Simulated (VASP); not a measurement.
# A VASP study of LaBiS2O (r2SCAN): structure first, properties next

Wanted: the relaxed cell of LaBiS2O and its properties. The steps: relaxing cell and atoms (r2SCAN), second relaxation, density, ELF and potential (r2SCAN), bands along the symmetry lines (r2SCAN), density of states (r2SCAN), independent-particle dielectric function (r2SCAN), bands along the symmetry lines (r2SCAN + SOC) and band structure (TB-mBJ). The start is a computed cell from the Materials Project.

Main program and level: VASP 6.6.1; r2SCAN; plane waves and PAW (La, Bi_d, S, O), in the first sound run; inputs show where later runs differ.

Most raw output is cut from this account.

**1. Set-up**

Before any relaxation, the start is as follows. It takes space group P4/nmm (No. 129, tetragonal). The conventional cell has a = 4.055 Å, b = 4.055 Å, c = 14.173 Å, α = 90.00°, β = 90.00°, γ = 90.00°. Nearest to La lie 4 O at 2.38 Å and 4 S at 3.21 Å. Nearest to Bi lie 5 S at 2.52 to 2.88 Å. S has 4 Bi at 2.88 Å nearest. S has 1 Bi at 2.52 Å and 4 La at 3.21 Å nearest. O has 4 La at 2.38 Å nearest. Farther neighbours and most contacts between anions are not listed.

**2. Relaxing cell and atoms (r2SCAN)**

The start need not lie at this functional's minimum. ISIF = 3 frees volume, shape and positions, and EDIFFG sets the threshold on forces and stress at which the search stops. r2SCAN adds the kinetic-energy density, costs more than a GGA and is run with LASPH.

File INCAR:

```
SYSTEM = LaBiS2O
PREC = Accurate
ENCUT = 520
EDIFF = 1E-06
NELM = 100
ISMEAR = 0
SIGMA = 0.05
LREAL = .FALSE.
ALGO = Normal
METAGGA = R2SCAN
LASPH = .TRUE.
NBANDS = 54
LORBIT = 11
LWAVE = .FALSE.
LCHARG = .FALSE.
KPAR = 8
IBRION = 2
NSW = 60
ISIF = 3
EDIFFG = -0.01
```

File POSCAR:

```
LaBiS2O
1.0
    4.0554970000      0.0000000000      0.0000000000
    0.0000000000      4.0554970000      0.0000000000
    0.0000000000      0.0000000000     14.1732650000
La Bi S O
2 2 4 2
Direct
    0.5000000000      0.0000000000      0.5877420000
    0.0000000000      0.5000000000      0.4122580000
    0.0000000000      0.5000000000      0.8677750000
    0.5000000000      0.0000000000      0.1322250000
    0.5000000000      0.0000000000      0.8900200000
    0.0000000000      0.5000000000      0.1099800000
    0.0000000000      0.5000000000      0.6902010000
    0.5000000000      0.0000000000      0.3097990000
    0.0000000000      0.0000000000      0.5000000000
    0.5000000000      0.5000000000      0.5000000000
```

File KPOINTS:

```
Automatic mesh
0
Gamma
6 6 2
0 0 0
```

Potentials, in the order of the species: La, Bi_d, S and O (PBE family, release 64).

Started as:

```bash
> mpirun -np 8 vasp_std
```

Elapsed: 23 min, on 8 MPI ranks of AMD EPYC 7R43, shared host; peak memory 4.5 GiB; 3 h of CPU time.

The gap is read on the k-mesh alone, so it is an upper bound where the band edges lie off the mesh. The PAW data sets were made with PBE, which is usual practice but a small mismatch for other functionals. The run keeps the 16 symmetry operations of its start, so it cannot find a distortion of lower symmetry.

Step by step:

| step | energy less that of the first step (eV) | largest force (eV/Å) | pressure (GPa) | volume (Å³) |
| --- | --- | --- | --- | --- |
| 1 | 0.0000 | 0.2478 | -0.87 | 233.11 |
| 2 | -0.0008 | 0.2848 | 0.92 | 228.88 |
| 3 | -0.0090 | 0.1532 | 0.03 | 230.92 |
| 4 | -0.0103 | 0.0299 | -0.01 | 230.78 |
| 5 | -0.0104 | 0.0421 | -0.02 | 230.72 |
| 6 | -0.0104 | 0.0378 | -0.01 | 230.74 |
| 7 | -0.0104 | 0.0412 | -0.03 | 230.74 |
| 8 | -0.0105 | 0.0267 | 0.01 | 230.58 |
| 9 | -0.0106 | 0.0330 | 0.02 | 230.53 |
| 10 | -0.0107 | 0.0199 | 0.04 | 230.52 |
| 11 | -0.0108 | 0.0122 | 0.05 | 230.51 |
| 12 | -0.0108 | 0.0296 | 0.06 | 230.50 |
| 13 | -0.0108 | 0.0197 | 0.06 | 230.50 |
| 14 | -0.0109 | 0.0092 | -0.05 | 230.73 |
| 15 | -0.0109 | 0.0089 | -0.03 | 230.66 |

| conventional cell, symmetrised | before | after | change |
| --- | --- | --- | --- |
| a (Å) | 4.055 | 4.041 | -0.4 % |
| b (Å) | 4.055 | 4.041 | -0.4 % |
| c (Å) | 14.173 | 14.126 | -0.3 % |
| volume (Å³/atom) | 23.31 | 23.07 | -1.1 % |

The atoms that moved most (Å, as changes of fractional coordinates times the final cell):

| atom | dx | dy | dz | length |
| --- | --- | --- | --- | --- |
| S7 | 0.000 | 0.000 | 0.018 | 0.018 |
| S8 | 0.000 | 0.000 | -0.018 | 0.018 |
| La1 | 0.000 | 0.000 | 0.010 | 0.010 |
| La2 | 0.000 | 0.000 | -0.010 | 0.010 |

The relaxed structure:

```
La Bi S O
1.0
     4.04082    0.00000    0.00000
     0.00000    4.04082    0.00000
     0.00000    0.00000   14.12644
La Bi S O
2 2 4 2
Direct
  0.50000 0.00000 0.58842
  0.00000 0.50000 0.41158
  0.00000 0.50000 0.86794
  0.50000 0.00000 0.13206
  0.50000 0.00000 0.89004
  0.00000 0.50000 0.10996
  0.00000 0.50000 0.69148
  0.50000 0.00000 0.30852
  0.00000 0.00000 0.50000
  0.50000 0.50000 0.50000
```

Numbers from this step:

| Quantity | Value |
| --- | --- |
| electrons | 88 |
| bands | 54 |
| irreducible k-points | 20 |
| symmetry operations | 16 |
| free energy (TOTEN) | -240.1009 eV |
| Fermi energy | 5.386 eV |
| pressure | -0.03316 GPa |
| metallic | no |
| valence top at k | 0.5, 0, 0 |
| conduction bottom at k | 0.5, 0, 0 |
| least direct gap at k | 0.5, 0, 0 |
| SCF cycles over all ionic steps | 110 |
| gap on the k-mesh | 1.124 eV |
| least direct gap on the k-mesh | 1.124 eV |

It ends with a largest force of 0.009 eV/Å and a pressure of -0.03 GPa.

**3. Second relaxation**

A relaxation keeps the plane waves of the cell it began with, so it is repeated from the new cell, on a basis made for it.

INCAR is that of step 2.

File POSCAR:

```
LaBiS2O
1.0
    4.0408216444      0.0000000000      0.0000000000
    0.0000000000      4.0408216444      0.0000000000
    0.0000000000      0.0000000000     14.1264444717
La Bi S O
2 2 4 2
Direct
    0.5000000000      0.0000000000      0.5884187759
    0.0000000000      0.5000000000      0.4115812241
    0.0000000000      0.5000000000      0.8679425451
    0.5000000000      0.0000000000      0.1320574549
    0.5000000000      0.0000000000      0.8900394487
    0.0000000000      0.5000000000      0.1099605513
    0.0000000000      0.5000000000      0.6914764398
    0.5000000000      0.0000000000      0.3085235602
    0.0000000000      0.0000000000      0.5000000000
    0.5000000000      0.5000000000      0.5000000000
```

KPOINTS is that of step 2.

Started as:

```bash
> mpirun -np 8 vasp_std
```

The job ended after 3.5 min (8 MPI ranks; peak memory 4.1 GiB).

Little changed from the start: no atom moved by 0.005 Å and no cell edge by 0.1 %.

This step gave:

```yaml
free_energy_toten: -240.0996 eV
fermi_energy: 5.292 eV
pressure: -0.03393 GPa
scf_cycles_over_all_ionic_steps: 21
```

It ends with a largest force of 0.009 eV/Å and a pressure of -0.03 GPa. The volume moved by under 0.01 %: the run met its threshold at the first step.

**4. Density, ELF and potential (r2SCAN)**

A single point on the relaxed cell gives a clean self-consistent state, with density, ELF and potential written out.

INCAR: that of step 3 with these lines changed.

```diff
@@ -14,7 +14,5 @@
 LWAVE = .FALSE.
-LCHARG = .FALSE.
-KPAR = 8
-IBRION = 2
-NSW = 60
-ISIF = 3
-EDIFFG = -0.01
+LCHARG = .TRUE.
+ISIF = 2
+LELF = .TRUE.
+LVHAR = .TRUE.
```

POSCAR is that of step 3.

KPOINTS is that of step 3.

Started as:

```bash
> mpirun -np 8 vasp_std
```

Run time: 5.3 min. Hardware: 8 MPI ranks; peak memory 1.7 GiB; 42 min of CPU time.

This step gave:

```yaml
scf_cycles: 37
bands: 56
free_energy_toten: -240.0997 eV
fermi_energy: 5.305 eV
pressure: -0.01127 GPa
```

Valence electrons inside each PAW sphere by angular momentum. Sphere charges, by row:

| atom | s (e) | p (e) | d (e) | f (e) | tot (e) |
| --- | --- | --- | --- | --- | --- |
| La1 | 1.993 | 5.71 | 0.604 | 0.215 | 8.523 |
| La2 | 1.993 | 5.71 | 0.604 | 0.215 | 8.523 |
| Bi3 | 1.583 | 1.017 | 9.966 | 0 | 12.57 |
| Bi4 | 1.583 | 1.017 | 9.966 | 0 | 12.57 |
| S5 | 1.339 | 2.355 | 0 | 0 | 3.693 |
| S6 | 1.339 | 2.355 | 0 | 0 | 3.693 |
| S7 | 1.325 | 2.432 | 0 | 0 | 3.757 |
| S8 | 1.325 | 2.432 | 0 | 0 | 3.757 |
| O9 | 1.573 | 3.497 | 0 | 0 | 5.07 |
| O10 | 1.573 | 3.497 | 0 | 0 | 5.07 |

Electrostatic potential energy in the ac plane at fractional y = 0.000, with atoms of La and Bi and S and O within 0.2 Å of it. With pseudopotentials it is smooth inside the atoms' cores, unlike the true potential.

Ten even steps from '0' (-94 eV) to '9' (5 eV), each cell a mean:
```
99999999999999
99998743579999
99997300148999
99999754589999
99999999999999
99999999999999
99999999999999
99999988899999
99997643468999
99985100027899
89986311247999
45899877889975
56999999999986
99999999999999
99999999999999
99998743579999
99997300149999
99999754689999
99999988899999
99997533468999
99985100026899
99986311247999
99999887889999
99999999999999
```
Columns run along a (4.0 Å; values clipped at the 3rd and 97th percentile), rows up along c (14.1 Å). Atoms in or near the plane, at fractional coordinates: La at (0.50, 0.59), Bi at (0.50, 0.13), S at (0.50, 0.89), S at (0.50, 0.31), O at (0.00, 0.50).

ELF in the ac plane at fractional y = 0.000, with atoms of La and Bi and S and O within 0.2 Å of it. It is the smooth field of the valence electrons, not physical close to the nuclei.

Ten even steps from '0' (0.01) to '9' (0.87), each cell a mean:
```
00136889875300
00479999998620
01589854699731
01479999998620
00136899875200
00000123210000
00000000000000
00001355431000
00038999996200
11169953799401
87437988996357
68852477632697
78862000003798
66420011001256
00125677764200
01589988999830
02799953799951
01578988898730
00134566654200
00124544453200
00245335245310
00246544465310
00024566653100
00001122110000
```
Columns run along a (4.0 Å), rows up along c (14.1 Å). Atoms in or near the plane, at fractional coordinates: La at (0.50, 0.59), Bi at (0.50, 0.13), S at (0.50, 0.89), S at (0.50, 0.31), O at (0.00, 0.50).

Valence density in the ac plane at fractional y = 0.000, with atoms of La and Bi and S and O within 0.2 Å of it. It is the smooth field of the valence electrons, not physical close to the nuclei.

Ten steps, logarithmic in the rise over the least value, from '0' (0.02 × 1e0 e/Å³) to '9' (9.29 × 1e0 e/Å³), each cell a mean:
```
00011233321000
00124455543210
01234531454311
00124455543210
00011223221100
00000000000000
00000000000000
00001222211000
00124556553200
11235642565311
54335665654345
98643344433478
87531100012367
33210000001123
00112233321100
00124554543210
00234531454310
00123455543210
00012344432100
00124577653200
01236899974310
00125688764210
00012344331100
00000111110000
```
Columns run along a (4.0 Å), rows up along c (14.1 Å). Atoms in or near the plane, at fractional coordinates: La at (0.50, 0.59), Bi at (0.50, 0.13), S at (0.50, 0.89), S at (0.50, 0.31), O at (0.00, 0.50).

In this run the pressure is -0.01 GPa, small enough to go on.

**5. Bands along the symmetry lines (r2SCAN)**

The mesh alone shows little of the dispersion and can miss band extrema, so KPOINTS_OPT adds a path through the symmetry points after the self-consistent cycle.

INCAR: that of step 4 with these lines changed.

```diff
@@ -11,8 +11,6 @@
 LASPH = .TRUE.
-NBANDS = 54
+NBANDS = 68
 LORBIT = 11
 LWAVE = .FALSE.
-LCHARG = .TRUE.
-ISIF = 2
-LELF = .TRUE.
-LVHAR = .TRUE.
+LCHARG = .FALSE.
+KPAR = 8
```

POSCAR is that of step 4.

KPOINTS is that of step 4.

File KPOINTS_OPT:

```
Line mode
12
Line-mode
Reciprocal
  0.00000000   0.00000000   0.00000000 GAMMA
  0.00000000   0.50000000   0.00000000 X

  0.00000000   0.50000000   0.00000000 X
  0.50000000   0.50000000   0.00000000 M

  0.50000000   0.50000000   0.00000000 M
  0.00000000   0.00000000   0.00000000 GAMMA

  0.00000000   0.00000000   0.00000000 GAMMA
  0.00000000   0.00000000   0.50000000 Z

  0.00000000   0.00000000   0.50000000 Z
  0.00000000   0.50000000   0.50000000 R

  0.00000000   0.50000000   0.50000000 R
  0.50000000   0.50000000   0.50000000 A

  0.50000000   0.50000000   0.50000000 A
  0.00000000   0.00000000   0.50000000 Z

  0.00000000   0.50000000   0.00000000 X
  0.00000000   0.50000000   0.50000000 R

  0.50000000   0.50000000   0.00000000 M
  0.50000000   0.50000000   0.50000000 A
```

Started as:

```bash
> mpirun -np 8 vasp_std
```

It took 20 min on 8 MPI ranks; peak memory 5.5 GiB; 2.4 h of CPU time.

Spin-orbit coupling is off here; with elements this heavy it splits and shifts levels by tenths of an eV or more.

Numbers from this step:

```yaml
scf_cycles: 18
bands: 68
fermi_energy: 5.288 eV
pressure: 0.02042 GPa
least_gap_on_mesh_and_path: 1.124 eV
least_direct_gap_on_mesh_and_path: 1.124 eV
valence_top_at_k: 0, 0.5, 0
least_direct_gap_at_k: 0, 0.5, 0
```

Electronic bands along the path, in eV, zero at the valence-band top; v1 is the highest filled band, c1 the lowest empty one:

| point | v4 | v3 | v2 | v1 | c1 | c2 | c3 | c4 |
| --- | --- | --- | --- | --- | --- | --- | --- | --- |
| Γ | -0.58 | -0.58 | -0.19 | -0.19 | 3.86 | 4.08 | 4.10 | 4.41 |
| 0.55 of the way | -0.79 | -0.71 | -0.44 | -0.43 | 2.54 | 2.92 | 3.00 | 3.19 |
| X | -0.84 | -0.84 | 0.00 | 0.00 | 1.12 | 1.12 | 1.64 | 1.64 |
| 0.45 of the way | -1.15 | -1.15 | -0.82 | -0.82 | 3.26 | 3.26 | 3.69 | 3.69 |
| M | -1.23 | -1.23 | -0.97 | -0.97 | 4.12 | 4.12 | 4.77 | 4.77 |
| 0.55 of the way | -0.86 | -0.60 | -0.44 | -0.39 | 1.76 | 1.79 | 3.80 | 4.05 |
| Γ | -0.58 | -0.58 | -0.19 | -0.19 | 3.86 | 4.08 | 4.10 | 4.41 |
| 0.55 of the way | -0.57 | -0.57 | -0.20 | -0.20 | 3.87 | 3.99 | 4.05 | 4.38 |
| Z | -0.57 | -0.50 | -0.20 | -0.20 | 3.87 | 3.96 | 3.97 | 4.37 |
| 0.55 of the way | -0.79 | -0.75 | -0.65 | -0.44 | 2.62 | 2.89 | 2.97 | 3.22 |
| R | -0.85 | -0.85 | -0.01 | -0.01 | 1.13 | 1.13 | 1.65 | 1.65 |
| 0.55 of the way | -1.21 | -1.21 | -0.84 | -0.84 | 3.50 | 3.50 | 4.07 | 4.07 |
| A | -1.24 | -1.24 | -1.06 | -1.06 | 4.07 | 4.07 | 4.85 | 4.85 |
| 0.55 of the way | -0.87 | -0.61 | -0.54 | -0.42 | 1.74 | 1.83 | 3.87 | 3.92 |
| Z | -0.57 | -0.50 | -0.20 | -0.20 | 3.87 | 3.96 | 3.97 | 4.37 |
| jump to X | -0.84 | -0.84 | 0.00 | 0.00 | 1.12 | 1.12 | 1.64 | 1.64 |
| 0.55 of the way | -0.85 | -0.85 | -0.01 | -0.01 | 1.13 | 1.13 | 1.65 | 1.65 |
| R | -0.85 | -0.85 | -0.01 | -0.01 | 1.13 | 1.13 | 1.65 | 1.65 |
| jump to M | -1.23 | -1.23 | -0.97 | -0.97 | 4.12 | 4.12 | 4.77 | 4.77 |
| 0.55 of the way | -1.23 | -1.23 | -1.02 | -1.02 | 4.09 | 4.09 | 4.80 | 4.80 |
| A | -1.24 | -1.24 | -1.06 | -1.06 | 4.07 | 4.07 | 4.85 | 4.85 |

Of the projections kept (La, Bi, S, O), the largest for each band there; the rest of the weight can lie on other orbitals:

| point | v4 | v3 | v2 | v1 | c1 | c2 | c3 | c4 |
| --- | --- | --- | --- | --- | --- | --- | --- | --- |
| Γ | S 0.89 | S 0.89 | S 0.61 | S 0.61 | La 0.97 | Bi 0.49 | La 0.43 | La 0.95 |
| X | S 0.60 | S 0.60 | S 0.67 | S 0.67 | Bi 0.69 | Bi 0.69 | Bi 0.87 | Bi 0.87 |
| M | O 0.82 | O 0.82 | S 0.75 | S 0.75 | Bi 0.49 | Bi 0.49 | La 0.75 | La 0.75 |
| Γ | S 0.89 | S 0.89 | S 0.61 | S 0.61 | La 0.97 | Bi 0.49 | La 0.43 | La 0.95 |
| Z | S 0.90 | S 0.64 | S 0.60 | S 0.60 | La 0.97 | La 0.36 | Bi 0.56 | La 0.93 |
| R | S 0.56 | S 0.56 | S 0.67 | S 0.67 | Bi 0.69 | Bi 0.69 | Bi 0.87 | Bi 0.87 |

The path finds the gap of the mesh within 0.02 eV, so the mesh comes close to both band edges.

**6. Density of states (r2SCAN)**

A density of states needs more k-points than a total energy; ISMEAR = -5 takes tetrahedra, and LORBIT projects the states on the PAW spheres. The mesh is finer than in the run before.

INCAR: that of step 5 with these lines changed.

```diff
@@ -5,3 +5,3 @@
 NELM = 100
-ISMEAR = 0
+ISMEAR = -5
 SIGMA = 0.05
@@ -16 +16,2 @@
 KPAR = 8
+NEDOS = 2001
```

POSCAR is that of step 5.

File KPOINTS:

```
Automatic mesh
0
Gamma
8 8 3
0 0 0
```

Started as:

```bash
> mpirun -np 8 vasp_std
```

Wall time 11 min (8 MPI ranks); peak memory 5 GiB.

Numbers from this step:

```yaml
scf_cycles: 21
irreducible_k_points: 30
free_energy_toten: -240.1019 eV
fermi_energy: 5.071 eV
pressure: -0.03548 GPa
valence_top_at_k: 0.5, 0, 0
least_direct_gap_at_k: 0.5, 0, 0
gap_on_the_k_mesh: 1.123 eV
least_direct_gap_on_the_k_mesh: 1.123 eV
```

The density of states has structure finer than the step of the table below, so its rows give means over 0.5 eV, whole bins alone (the curve runs from -12.0 to 4.56 eV). Peaks (eV: height): total -2.36: 14.0, -1.60: 13.9, -1.18: 13.4, -0.92: 15.1; S p -1.93: 2.98, -1.60: 3.81, -0.92: 5.73, -0.42: 3.73; O p -2.69: 3.90, -2.36: 4.35, -1.51: 3.33, -1.26: 3.21; Bi p -3.12: 0.978, -1.93: 0.584, 2.03: 1.07, 3.80: 2.04; La f -1.26: 0.251, 4.05: 0.622.

States under -12.0 eV and over 4.6 eV are left out. Density of states against energy, zero at the valence-band top; means over each step; values in states/eV/cell:

| energy (eV) | total | S p | O p | Bi p | La f | Bi s | S s |
| --- | --- | --- | --- | --- | --- | --- | --- |
| -11.5 | 2.35 | 0.00628 | 0.00266 | 0.0438 | 8.6e-4 | 0.0435 | 1.41 |
| -11.0 | 0 | 0 | 0 | 0 | 0 | 0 | 0 |
| -10.5 | 0 | 0 | 0 | 0 | 0 | 0 | 0 |
| -10.0 | 1.32 | 0.0404 | 5.8e-4 | 0.0108 | 3.3e-4 | 0.529 | 0.353 |
| -9.5 | 4.50 | 0.125 | 0.00197 | 0.0299 | 0.00139 | 2.00 | 1.13 |
| -9.0 | 1.33 | 0.0419 | 8.8e-4 | 0.00921 | 2.1e-4 | 0.585 | 0.368 |
| -8.5 | 0.714 | 0.0211 | 5.6e-4 | 0.00371 | 9.6e-5 | 0.321 | 0.210 |
| -8.0 | 0.114 | 0.00321 | 8.9e-5 | 4.1e-4 | 0 | 0.0520 | 0.0353 |
| -7.5 | 0 | 0 | 0 | 0 | 0 | 0 | 0 |
| -7.0 | 0 | 0 | 0 | 0 | 0 | 0 | 0 |
| -6.5 | 0 | 0 | 0 | 0 | 0 | 0 | 0 |
| -6.0 | 0 | 0 | 0 | 0 | 0 | 0 | 0 |
| -5.5 | 0.00115 | 2.9e-4 | 0 | 2.1e-4 | 0 | 0 | 0 |
| -5.0 | 0.629 | 0.162 | 2.3e-4 | 0.115 | 0 | 0.00247 | 0.00231 |
| -4.5 | 1.54 | 0.414 | 0.00498 | 0.273 | 6.1e-5 | 0.00938 | 0.00903 |
| -4.0 | 3.42 | 0.930 | 0.0709 | 0.526 | 0.00254 | 0.0187 | 0.0314 |
| -3.5 | 5.18 | 1.39 | 0.338 | 0.666 | 0.0101 | 0.0266 | 0.0377 |
| -3.0 | 9.20 | 1.85 | 1.81 | 0.713 | 0.0517 | 0.0543 | 0.0515 |
| -2.5 | 10.8 | 1.43 | 3.63 | 0.398 | 0.125 | 0.0431 | 0.0452 |
| -2.0 | 8.65 | 1.87 | 2.16 | 0.375 | 0.121 | 0.0511 | 0.0509 |
| -1.5 | 10.8 | 2.72 | 2.65 | 0.262 | 0.198 | 0.0708 | 0.0343 |
| -1.0 | 13.3 | 4.64 | 2.16 | 0.222 | 0.210 | 0.146 | 0.0253 |
| -0.5 | 8.04 | 3.23 | 0.825 | 0.198 | 0.0894 | 0.292 | 0.0212 |
| 0.0 | 0.393 | 0.157 | 0.0361 | 0.0111 | 0.00307 | 0.0273 | 0.00113 |
| 0.5 | 0 | 0 | 0 | 0 | 0 | 0 | 0 |
| 1.0 | 0.0329 | 0.00293 | 2.3e-4 | 0.0114 | 1.1e-4 | 2.7e-4 | 0.00247 |
| 1.5 | 0.906 | 0.0874 | 0.00547 | 0.323 | 0.00481 | 0.00952 | 0.0581 |
| 2.0 | 2.46 | 0.271 | 0.0117 | 0.925 | 0.0172 | 0.0253 | 0.113 |
| 2.5 | 2.02 | 0.256 | 0.0121 | 0.737 | 0.0226 | 0.0248 | 0.0692 |
| 3.0 | 2.05 | 0.294 | 0.0188 | 0.674 | 0.0408 | 0.0309 | 0.0592 |
| 3.5 | 4.07 | 0.574 | 0.0611 | 1.09 | 0.169 | 0.0517 | 0.112 |
| 4.0 | 6.15 | 0.811 | 0.0948 | 1.46 | 0.497 | 0.0414 | 0.133 |

The gap on this mesh is 1.12 eV. In the top eV of the valence band the largest shares in the PAW spheres are S p 39 % and O p 11 %. The rest lies in smaller channels or between the spheres.

(Part 1 of 2 ends here.)

[Lines on the potential files, build, host, timing and source positions are cut from VASP's logs without a mark.]

[Logs are printed without paths, hosts, clocks, repeated set-up lines and the standing remarks that a program may print on its own settings, such as how far it seeks lower states.]

[Hosts, paths, dates, database ids (printed as entryN), source tags and the programs' standing remarks are cut or masked in the printed files.]

[A measured line is paired with the nearest computed mode of its activity, which favours agreement.]
